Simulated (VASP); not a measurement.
# LaBi (Fm-3m) in VASP: notebook

Runs on LaBi. Level: LDA. Tasks: single point.

All numbers are computed with VASP 6.6.1; they aren't measurements. Logs are shortened: lines on timing, memory, paths and dates and some standing lists are left out, and cuts for length are marked.

## Step 1: Starting point

The structure is cubic, space group Fm-3m (No. 225). Conventional cell: a = 6.565 Å, b = 6.565 Å, c = 6.565 Å, α = 90.00°, β = 90.00°, γ = 90.00°. La (site symmetry m-3m) has 6 Bi at 3.28 Å as nearest neighbours. Around Bi (site symmetry m-3m) lie 6 La at 3.28 Å.

## Step 2: Single point, LDA

INCAR

```
ALGO = Normal
EDIFF = 1E-7
ENCUT = 520
ISIF = 2
ISMEAR = -1
LASPH = True
LCHARG = False
LREAL = False
LWAVE = False
NBANDS = 20
NELM = 100
PREC = Accurate
SIGMA = 0.1
```

KPOINTS

```
k-points
0
Gamma
  6 6 6
```

POSCAR

```
LaBi
1.0
    0.0000000000      3.2825000000      3.2825000000
    3.2825000000      0.0000000000      3.2825000000
    3.2825000000      3.2825000000      0.0000000000
La Bi
1 1
Direct
    0.0000000000      0.0000000000      0.0000000000
    0.5000000000      0.5000000000      0.5000000000
```

Potentials or basis: VASP PAW LDA potentials, release 64 (La, Bi_d).

Started as:

```console
> cat potpaw_LDA.64/La/POTCAR potpaw_LDA.64/Bi_d/POTCAR > POTCAR
> mpirun -np 1 vasp_std > vasp.out
```

OUTCAR:

```text
EDIFF = 1E-7
   ENCUT = 520
   ISIF = 2
   ISMEAR = -1
   LASPH = True
   LREAL = False
   NELM = 100
   PREC = Accurate

 ion  position               nearest neighbor table
   1  0.000  0.000  0.000-   2 3.28   2 3.28   2 3.28   2 3.28   2 3.28   2 3.28
   2  0.500  0.500  0.500-   1 3.28   1 3.28   1 3.28   1 3.28   1 3.28   1 3.28

  LATTYP: Found a face centered cubic cell.
 ALAT       =     6.5650000000

  Lattice vectors:

 A1 = (   0.0000000000,   3.2825000000,   3.2825000000)
 A2 = (   3.2825000000,   0.0000000000,   3.2825000000)
 A3 = (   3.2825000000,   3.2825000000,   0.0000000000)

Analysis of symmetry for initial positions (statically):
=====================================================================
 Subroutine PRICEL returns:
 Original cell was already a primitive cell.

 Routine SETGRP: Setting up the symmetry group for a
 face centered cubic supercell.

 Subroutine GETGRP returns: Found 48 space group operations
 (whereof 48 operations were pure point group operations)
 out of a pool of 48 trial point group operations.

The static configuration has the point symmetry O_h .

Analysis of symmetry for dynamics (positions and initial velocities):
=====================================================================
 Subroutine PRICEL returns:
 Original cell was already a primitive cell.

 Routine SETGRP: Setting up the symmetry group for a
 face centered cubic supercell.

 Subroutine GETGRP returns: Found 48 space group operations
 (whereof 48 operations were pure point group operations)
 out of a pool of 48 trial point group operations.

The dynamic configuration has the point symmetry O_h .

 Subroutine INISYM returns: Found 48 space group operations
 (whereof 48 operations are pure point group operations),
 and found     1 'primitive' translations

----------------------------------------------------------------------------------------

                                     Primitive cell

  volume of cell :      70.7366

  direct lattice vectors                    reciprocal lattice vectors
     0.000000000  3.282500000  3.282500000    -0.152322925  0.152322925  0.152322925
     3.282500000  0.000000000  3.282500000     0.152322925 -0.152322925  0.152322925
     3.282500000  3.282500000  0.000000000     0.152322925  0.152322925 -0.152322925

  length of vectors
     4.642156018  4.642156018  4.642156018     0.263831045  0.263831045  0.263831045

  position of ions in fractional coordinates (direct lattice)
     0.000000000  0.000000000  0.000000000
     0.500000000  0.500000000  0.500000000

  ion indices of the primitive-cell ions
   primitive index   ion index
                 1           1
                 2           2

----------------------------------------------------------------------------------------

 KPOINTS: k-points

Automatic generation of k-mesh.
 Grid dimensions read from file:
 generate k-points for:    6    6    6

 Generating k-lattice:

  Cartesian coordinates                     Fractional coordinates (reciprocal lattice)
    -0.025387154  0.025387154  0.025387154     0.166666667  0.000000000  0.000000000
     0.025387154 -0.025387154  0.025387154     0.000000000  0.166666667  0.000000000
     0.025387154  0.025387154 -0.025387154     0.000000000  0.000000000  0.166666667

  Length of vectors
     0.043971841  0.043971841  0.043971841

  Shift w.r.t. Gamma in fractional coordinates (k-lattice)
     0.000000000  0.000000000  0.000000000

 Subroutine IBZKPT returns following result:
 ===========================================

 Found     16 irreducible k-points:

 Following reciprocal coordinates:
            Coordinates               Weight
  0.000000  0.000000  0.000000      1.000000
  0.166667  0.000000  0.000000      8.000000
  0.333333  0.000000  0.000000      8.000000
  0.500000  0.000000  0.000000      4.000000
  0.166667  0.166667  0.000000      6.000000
  0.333333  0.166667  0.000000     24.000000
[... 8 lines left out ...]
 -0.333333  0.333333  0.166667     24.000000
 -0.333333  0.500000  0.166667     12.000000
   k-points           NKPTS =     16   k-points in BZ     NKDIM =     16   number of bands    NBANDS=     20
   number of dos      NEDOS =    301   number of ions     NIONS =      2
   total plane-waves  NPLWV =  46656
   dimension x,y,z NGX =    36 NGY =   36 NGZ =   36
   dimension x,y,z NGXF=    72 NGYF=   72 NGZF=   72
   ions per type =               1   1
   NGX,Y,Z   is equivalent  to a cutoff of  12.89, 12.89, 12.89 a.u.
   NGXF,Y,Z  is equivalent  to a cutoff of  25.78, 25.78, 25.78 a.u.
 SYSTEM =  unknown system
   PREC   = accura    normal or accurate (medium, high low for compatibility)
   ISTART =      0    job   : 0-new  1-cont  2-samecut
   ICHARG =      2    charge: 1-file 2-atom 10-const
   ISPIN  =      1    spin polarized calculation?
   LNONCOLLINEAR =      F non collinear calculations
   LSORBIT =      F    spin-orbit coupling
   LASPH  =      T    aspherical Exc in radial PAW
   ENCUT  =  520.0 eV  38.22 Ry    6.18 a.u.   8.63  8.63  8.63*2*pi/ulx,y,z
   NELM   =    100;   NELMIN=  2; NELMDL= -5     # of ELM steps
   EDIFF  = 0.1E-06   stopping-criterion for ELM
   LREAL  =      F    real-space projection
   EDIFFG = 0.1E-05   stopping-criterion for IOM
   NSW    =      0    number of steps for IOM
   IBRION =     -1    ionic relax: 0-MD 1-quasi-New 2-CG
   NFREE  =      0    steps in history (QN), initial steepest desc. (CG)
   ISIF   =      2    stress and relaxation
   ISYM   =      2    0-nonsym 1-usesym 2-fastsym
   POTIM  = 0.5000    time-step for ionic-motion
   TEBEG  =    0.0;   TEEND  =   0.0 temperature during run
   PSTRESS=    0.0 pullay stress
   NELECT =      26.0000    total number of electrons
   NUPDOWN=      -1.0000    fix difference up-down
   EMIN   =  10.00;   EMAX   =-10.00  energy-range for DOS
   EFERMI =   0.00;   METHOD = LEGACY
   ISMEAR =    -1;   SIGMA  =   0.10  broadening in eV -4-tet -1-fermi 0-gaus
   EFERMI_NEDOS =   21; number of points for ismear=-14 and -15
   IALGO  =     38    algorithm
   IMIX   =      4    mixing-type and parameters
     AMIX     =   0.40;   BMIX     =  1.00
     AMIX_MAG =   1.60;   BMIX_MAG =  1.00
  volume/ion in A,a.u.               =      35.37       238.68
  Fermi-wavevector in a.u.,A,eV,Ry     =   1.172694  2.216070 18.710871  1.375210
  Thomas-Fermi vector in A             =   2.309118
   LORBIT       =      0    0 simple, 1 ext, 2 COOP (PROOUT), +10 PAW based schemes
   GGA     = CA    functional components
   LHFCALC =     F    Hartree Fock is set to
   AEXX    =    0.0000 exact exchange contribution
   IVDW    =     0    specifies the selected vdW correction
   LEPSILON=     F    determine dielectric tensor
   LRPA    =     F    only Hartree local field effects (RPA)
 non-spin polarized calculation
  energy-cutoff  :      520.00
  volume of cell :       70.74
 maximum number of plane-waves:      1932
 NGX is ok and might be reduce to    36
   NGX = 17   NGY = 17   NGZ = 17

 number of electron      25.9999996 magnetization

 Free energy of the ion-electron system (eV)
  ---------------------------------------------------
  ext. energy  EPLUGINS =         0.00000000
  ---------------------------------------------------
  free energy    TOTEN  =       -12.28667368 eV

  energy without entropy =      -12.27174762  energy(sigma->0) =      -12.27921065

 E-fermi :   6.7056     XC(G=0):  -9.8149

 val. band max:        6.5344270082   @ k =   0.1667   0.1667   0.0000
 cond. band min:       6.7210120245   @ k =   0.3333   0.3333   0.0000
 fundamental gap:      0.1865850163
 Fermi energy:         6.7056060554

 k-point     1 :       0.0000    0.0000    0.0000
  band No.  band energies     occupation
      1     -25.8462      2.00000
      2     -14.9243      2.00000
      3     -14.9243      2.00000
      4     -14.8701      2.00000
      5     -14.8701      2.00000
      6     -14.8701      2.00000
[... 12 lines left out ...]
     19       8.7263      0.00000
     20       8.7267      0.00000

 k-point     2 :       0.1667    0.0000    0.0000
  band No.  band energies     occupation
      1     -25.8420      2.00000
      2     -14.9290      2.00000
      3     -14.9290      2.00000
      4     -14.8701      2.00000
      5     -14.8686      2.00000
      6     -14.8686      2.00000
[... 12 lines left out ...]
     19       8.6647      0.00000
     20       8.7296      0.00000

 k-point     3 :       0.3333    0.0000    0.0000
  band No.  band energies     occupation
      1     -25.8335      2.00000
      2     -14.9387      2.00000
      3     -14.9387      2.00000
      4     -14.8699      2.00000
      5     -14.8654      2.00000
      6     -14.8654      2.00000
[... 12 lines left out ...]
     19       8.6807      0.00000
     20       8.7347      0.00000

 k-point     4 :       0.5000    0.0000    0.0000
  band No.  band energies     occupation
      1     -25.8292      2.00000
      2     -14.9436      2.00000
      3     -14.9436      2.00000
      4     -14.8700      2.00000
      5     -14.8636      2.00000
      6     -14.8636      2.00000
[... 12 lines left out ...]
     19       8.7018      0.00000
     20       8.7375      0.00000

 k-point     5 :       0.1667    0.1667    0.0000
  band No.  band energies     occupation
      1     -25.8408      2.00000
      2     -14.9338      2.00000
      3     -14.9230      2.00000
      4     -14.8711      2.00000
      5     -14.8676      2.00000
      6     -14.8676      2.00000
[... 12 lines left out ...]
     19       8.6536      0.00000
     20       8.8064      0.00000

 k-point     6 :       0.3333    0.1667    0.0000
  band No.  band energies     occupation
      1     -25.8341      2.00000
      2     -14.9369      2.00000
      3     -14.9273      2.00000
      4     -14.8709      2.00000
      5     -14.8652      2.00000
      6     -14.8644      2.00000
[... 12 lines left out ...]
     19       8.6625      0.00000
     20       8.7772      0.00000

 k-point     7 :       0.5000    0.1667    0.0000
  band No.  band energies     occupation
      1     -25.8287      2.00000
      2     -14.9374      2.00000
      3     -14.9355      2.00000
      4     -14.8692      2.00000
      5     -14.8642      2.00000
      6     -14.8624      2.00000
[... 12 lines left out ...]
     19       8.6938      0.00000
     20       8.7348      0.00000

 k-point     8 :      -0.3333    0.1667    0.0000
  band No.  band energies     occupation
      1     -25.8299      2.00000
      2     -14.9430      2.00000
      3     -14.9310      2.00000
      4     -14.8684      2.00000
      5     -14.8648      2.00000
      6     -14.8639      2.00000
[... 12 lines left out ...]
     19       8.6889      0.00000
     20       8.7199      0.00000

 k-point     9 :      -0.1667    0.1667    0.0000
  band No.  band energies     occupation
      1     -25.8365      2.00000
      2     -14.9388      2.00000
      3     -14.9276      2.00000
      4     -14.8696      2.00000
      5     -14.8670      2.00000
      6     -14.8663      2.00000
[... 12 lines left out ...]
     19       8.6717      0.00000
     20       8.7331      0.00000

 k-point    10 :       0.3333    0.3333    0.0000
  band No.  band energies     occupation
      1     -25.8312      2.00000
      2     -14.9274      2.00000
      3     -14.9204      2.00000
      4     -14.8731      2.00000
      5     -14.8617      2.00000
      6     -14.8617      2.00000
[... 12 lines left out ...]
     19       8.6701      0.00000
     20       8.9829      0.00000

 k-point    11 :       0.5000    0.3333    0.0000
  band No.  band energies     occupation
      1     -25.8275      2.00000
      2     -14.9251      2.00000
      3     -14.9192      2.00000
      4     -14.8721      2.00000
      5     -14.8607      2.00000
      6     -14.8598      2.00000
[... 12 lines left out ...]
     19       8.6869      0.00000
     20       8.8259      0.00000

 k-point    12 :      -0.3333    0.3333    0.0000
  band No.  band energies     occupation
      1     -25.8269      2.00000
      2     -14.9363      2.00000
      3     -14.9211      2.00000
      4     -14.8683      2.00000
      5     -14.8638      2.00000
      6     -14.8611      2.00000
[... 12 lines left out ...]
     19       8.6900      0.00000
     20       8.7325      0.00000

 k-point    13 :       0.5000    0.5000    0.0000
  band No.  band energies     occupation
      1     -25.8270      2.00000
      2     -14.9191      2.00000
      3     -14.9110      2.00000
      4     -14.8741      2.00000
      5     -14.8583      2.00000
      6     -14.8583      2.00000
[... 12 lines left out ...]
     19       8.6887      0.00000
     20       9.1033      0.00000

 k-point    14 :       0.5000    0.3333    0.1667
  band No.  band energies     occupation
      1     -25.8293      2.00000
      2     -14.9357      2.00000
      3     -14.9240      2.00000
      4     -14.8700      2.00000
      5     -14.8639      2.00000
      6     -14.8617      2.00000
[... 12 lines left out ...]
     19       8.6830      0.00000
     20       8.7497      0.00000

 k-point    15 :      -0.3333    0.3333    0.1667
  band No.  band energies     occupation
      1     -25.8269      2.00000
      2     -14.9364      2.00000
      3     -14.9209      2.00000
      4     -14.8673      2.00000
      5     -14.8659      2.00000
      6     -14.8600      2.00000
[... 12 lines left out ...]
     19       8.6904      0.00000
     20       8.7202      0.00000

 k-point    16 :      -0.3333    0.5000    0.1667
  band No.  band energies     occupation
      1     -25.8263      2.00000
      2     -14.9301      2.00000
      3     -14.9129      2.00000
      4     -14.8706      2.00000
      5     -14.8627      2.00000
      6     -14.8583      2.00000
[... 12 lines left out ...]
     19       8.6887      0.00000
     20       8.7649      0.00000

------------------------ aborting loop because EDIFF is reached ----------------------------------------

  FORCE on cell =-STRESS in cart. coord.  units (eV):
  Direction    XX          YY          ZZ          XY          YZ          ZX
  --------------------------------------------------------------------------------------
  -------------------------------------------------------------------------------------
  Total       -0.6698281     -0.6698281     -0.6698281      0.0000000      0.0000000      0.0000000
  in kB      -15.1715426    -15.1715426    -15.1715426      0.0000000      0.0000000      0.0000000
  external PRESSURE =     -15.1715426 kB  Pullay stress =       0.0000000 kB

 VOLUME and BASIS-vectors are now :
 -----------------------------------------------------------------------------
  energy-cutoff  :      520.00
  volume of cell :       70.74
      direct lattice vectors                 reciprocal lattice vectors
     0.000000000  3.282500000  3.282500000    -0.152322925  0.152322925  0.152322925
     3.282500000  0.000000000  3.282500000     0.152322925 -0.152322925  0.152322925
     3.282500000  3.282500000  0.000000000     0.152322925  0.152322925 -0.152322925

 POSITION                                       TOTAL-FORCE (eV/Angst)
 -----------------------------------------------------------------------------------
      0.00000      0.00000      0.00000        -0.000000     -0.000000      0.000000
      3.28250      3.28250      3.28250         0.000000      0.000000     -0.000000
 -----------------------------------------------------------------------------------
    total drift:                                0.000000      0.000000      0.000000

  FREE ENERGIE OF THE ION-ELECTRON SYSTEM (eV)
  ---------------------------------------------------
  free  energy   TOTEN  =       -12.2866736797 eV

  energy  without entropy=      -12.2717476224  energy(sigma->0) =      -12.27921065
```

Wall time 11 s (1 thread of Intel Xeon 6975P-C (Granite Rapids), shared host); peak memory 0.18 GiB.

Results:

```yaml
Free_energy: -12.2867 eV
Pressure: -1.5 GPa
Band_gap_on_the_k_mesh: none (metal or under the smearing width)
```

Caveat: spin-orbit coupling is left out, which moves the levels of the heavy elements.

[end of part 1 of 2]
